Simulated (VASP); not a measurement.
Level of theory: PBE GGA, VASP's PBE PAW potentials (set 64) (plane waves; VASP).

A VASP calculation is set up with these files.

INCAR:
```
# general
SYSTEM   =  CuZn
PREC     =  Accurate
ENCUT    =  400
LREAL    =  .False.   # projection in real space or not
LASPH    =  .True.

# electronic loop
EDIFF    =  1E-6   # SCF stop (eV)
NELM     =  100
ALGO     =  Damped
LMAXMIX  =  4

# smearing
ISMEAR   =  1   # Methfessel-Paxton
SIGMA    =  0.1

# functional
GGA      =  PE

# ions
ISIF     =  2

# output
LWAVE    =  .False.
LCHARG   =  .False.
```

POSCAR:
```
CuZn
2.9242930
  1.0000000000   0.0000000000   0.0000000000
  0.0000000000   1.0110378816   0.0000000000
  0.0000000000   0.0000000000   1.0132979151
Zn Cu
1 1
Cartesian
  0.5000000000   0.5055189408   0.5066489575
  0.0231320000   0.0000000000   0.0000000000
```

**KPOINTS**
```
K-points
0
gamma
11 11 11
```

POTCAR, in this order: Zn Cu (PBE.64 set). Program: vasp_std.

The resulting files:

OUTCAR:
```
 ion  position               nearest neighbor table
   1  0.500  0.500  0.500-   2 2.51   2 2.51   2 2.51   2 2.51   2 2.59   2 2.59   2 2.59   2 2.59
  LATTYP: Found a simple orthorhombic cell.
 ALAT       =     2.9242930000
 B/A-ratio  =     1.0110378816
 C/A-ratio  =     1.0132979151
 Subroutine PRICEL returns:
 Original cell was already a primitive cell.
 Subroutine GETGRP returns: Found  4 space group operations
The static configuration has the point symmetry C_2v.
The dynamic configuration has the point symmetry C_2v.
 Subroutine INISYM returns: Found  4 space group operations
 Subroutine IBZKPT returns following result:
 Found    216 irreducible k-points:

 Following reciprocal coordinates:
            Coordinates               Weight
  0.000000  0.000000  0.000000      1.000000
  0.090909  0.000000  0.000000      2.000000
  0.181818  0.000000  0.000000      2.000000
  0.272727  0.000000  0.000000      2.000000
  0.363636  0.000000  0.000000      2.000000
  0.454545  0.000000  0.000000      2.000000
  0.000000  0.090909  0.000000      2.000000
  0.090909  0.090909  0.000000      4.000000
  0.181818  0.090909  0.000000      4.000000
  0.272727  0.090909  0.000000      4.000000
  0.363636  0.090909  0.000000      4.000000
  0.454545  0.090909  0.000000      4.000000
  0.000000  0.181818  0.000000      2.000000
  0.090909  0.181818  0.000000      4.000000
  0.181818  0.181818  0.000000      4.000000
  0.272727  0.181818  0.000000      4.000000
  0.363636  0.181818  0.000000      4.000000
  0.454545  0.181818  0.000000      4.000000
  0.000000  0.272727  0.000000      2.000000
  0.090909  0.272727  0.000000      4.000000
  0.181818  0.272727  0.000000      4.000000
  0.272727  0.272727  0.000000      4.000000
  0.363636  0.272727  0.000000      4.000000
  0.454545  0.272727  0.000000      4.000000
  0.000000  0.363636  0.000000      2.000000
  0.090909  0.363636  0.000000      4.000000
  0.181818  0.363636  0.000000      4.000000
  0.272727  0.363636  0.000000      4.000000
  0.363636  0.363636  0.000000      4.000000
  0.454545  0.363636  0.000000      4.000000
  0.000000  0.454545  0.000000      2.000000
  0.090909  0.454545  0.000000      4.000000
  0.181818  0.454545  0.000000      4.000000
  0.272727  0.454545  0.000000      4.000000
  0.363636  0.454545  0.000000      4.000000
  0.454545  0.454545  0.000000      4.000000
  0.000000  0.000000  0.090909      2.000000
  0.090909  0.000000  0.090909      4.000000
  0.181818  0.000000  0.090909      4.000000
  0.272727  0.000000  0.090909      4.000000
   k-points           NKPTS =    216   k-points in BZ     NKDIM =    216   number of bands    NBANDS=     15
   number of dos      NEDOS =    301   number of ions     NIONS =      2
   total plane-waves  NPLWV =   8000
   dimension x,y,z NGX =    20 NGY =   20 NGZ =   20
   dimension x,y,z NGXF=    40 NGYF=   40 NGZF=   40
   ions per type =               1   1
   PREC   = accura    normal or accurate (medium, high low for compatibility)
   ISTART =      0    job   : 0-new  1-cont  2-samecut
   ICHARG =      2    charge: 1-file 2-atom 10-const
   ISPIN  =      1    spin polarized calculation?
   LNONCOLLINEAR =      F non collinear calculations
   LSORBIT =      F    spin-orbit coupling
   INIWAV =      1    electr: 0-lowe 1-rand  2-diag
   ENCUT  =  400.0 eV  29.40 Ry    5.42 a.u.   4.77  4.82  4.83*2*pi/ulx,y,z
   NELM   =    100;   NELMIN=  2; NELMDL= -5     # of ELM steps
   EDIFF  = 0.1E-05   stopping-criterion for ELM
   LREAL  =      F    real-space projection
   NLSPLINE    = F    spline interpolate recip. space projectors
...
```

OSZICAR:
```
       N       E                     dE             d eps       ncg     rms           ort
DAV:   1     0.175166215583E+03    0.17517E+03   -0.95519E+03  3240   0.233E+03
DAV:   2     0.440661362036E+02   -0.13110E+03   -0.12901E+03  3240   0.415E+02
DAV:   3     0.362664913432E+01   -0.40439E+02   -0.39753E+02  3240   0.201E+02
DAV:   4    -0.514894436406E+01   -0.87756E+01   -0.86888E+01  3240   0.993E+01
DAV:   5    -0.598819226586E+01   -0.83925E+00   -0.83576E+00  3240   0.278E+01
SDA:   6    -0.912754132491E+00    0.50754E+01   -0.22642E+02  3240   0.566E+02   0.000E+00
DMP:   7     0.947435954965E+01    0.10387E+02   -0.35859E+02  3240   0.125E+03  -0.923E+02
DMP:   8    -0.175136053260E+01   -0.11226E+02   -0.78152E+01  3240   0.370E+02  -0.457E+02
DMP:   9    -0.400645426622E+01   -0.22551E+01   -0.18104E+01  3240   0.744E+01  -0.764E+01
DMP:  10    -0.481758795541E+01   -0.81113E+00   -0.24254E+00  3240   0.822E+00  -0.564E+00
DMP:  11    -0.495713070091E+01   -0.13954E+00   -0.74364E-01  3240   0.154E+00   0.845E-01
DMP:  12    -0.497272476316E+01   -0.15594E-01   -0.84513E-01  3240   0.250E+00  -0.101E+00
DMP:  13    -0.498137250139E+01   -0.86477E-02   -0.60450E-01  3240   0.216E+00  -0.170E+00
DMP:  14    -0.499360073328E+01   -0.12228E-01   -0.21814E-01  3240   0.888E-01  -0.896E-01
DMP:  15    -0.500011496073E+01   -0.65142E-02   -0.31032E-02  3240   0.162E-01  -0.220E-01
DMP:  16    -0.500183727168E+01   -0.17223E-02   -0.45554E-03  3240   0.818E-03   0.841E-03
DMP:  17    -0.500188709546E+01   -0.49824E-04   -0.92557E-03  3240   0.265E-02  -0.882E-03
DMP:  18    -0.500206813592E+01   -0.18104E-03   -0.44836E-03  3240   0.166E-02  -0.142E-02
DMP:  19    -0.500222577392E+01   -0.15764E-03   -0.48543E-04  3240   0.250E-03  -0.337E-03
DMP:  20    -0.500225692290E+01   -0.31149E-04   -0.17414E-04  3240   0.304E-04   0.343E-04
DMP:  21    -0.500225609624E+01    0.82667E-06   -0.21800E-04  3240   0.726E-04  -0.473E-04
DMP:  22    -0.500226243707E+01   -0.63408E-05   -0.40012E-05  3240   0.187E-04  -0.229E-04
DMP:  23    -0.500226470830E+01   -0.22712E-05   -0.57241E-06  3240   0.105E-05   0.987E-06
DMP:  24    -0.500226464520E+01    0.63105E-07   -0.12468E-05  3240   0.379E-05  -0.176E-05
DMP:  25    -0.500226499412E+01   -0.34892E-06   -0.22697E-06  3240   0.101E-05  -0.116E-05
   1 F= -.50022650E+01 E0= -.50020771E+01  d E =-.563820E-03
```

File OUTCAR:
```
------------------------ aborting loop because EDIFF is reached ----------------------------------------
  FORCE on cell =-STRESS in cart. coord.  units (eV):
  Direction    XX          YY          ZZ          XY          YZ          ZX
  --------------------------------------------------------------------------------------
  Total        0.3461505      0.2816466      0.2488648      0.0000000      0.0000000      0.0000000
  in kB       21.6475274     17.6135907     15.5634869      0.0000000      0.0000000      0.0000000
  external PRESSURE =      18.2748683 kB  Pullay stress =       0.0000000 kB
  volume of cell :       25.62
      direct lattice vectors                 reciprocal lattice vectors
     2.924293000  0.000000000  0.000000000     0.341962998  0.000000000  0.000000000
     0.000000000  2.956571000  0.000000000     0.000000000  0.338229659  0.000000000
     0.000000000  0.000000000  2.963180000     0.000000000  0.000000000  0.337475280
 POSITION                                       TOTAL-FORCE (eV/Angst)
 -----------------------------------------------------------------------------------
      1.46215      1.47829      1.48159         0.324220      0.000000      0.000000
      0.06764      0.00000      0.00000        -0.324220      0.000000      0.000000
 -----------------------------------------------------------------------------------
    total drift:                               -0.000302      0.000000     -0.000014
  FREE ENERGIE OF THE ION-ELECTRON SYSTEM (eV)
  ---------------------------------------------------
  free  energy   TOTEN  =        -5.0022649941 eV

  energy  without entropy=       -5.0017011743  energy(sigma->0) =       -5.00207705
```
(Selected blocks of OUTCAR.)

The compound is CuZn in the CsCl type structure. The cell was not relaxed at this level, atoms are displaced from their ideal sites. The run is one of a series of settings (ALGO = Damped against the base run), some of them coarse on purpose. The electron count is odd and the run is not spin-polarised, which forces a metal.
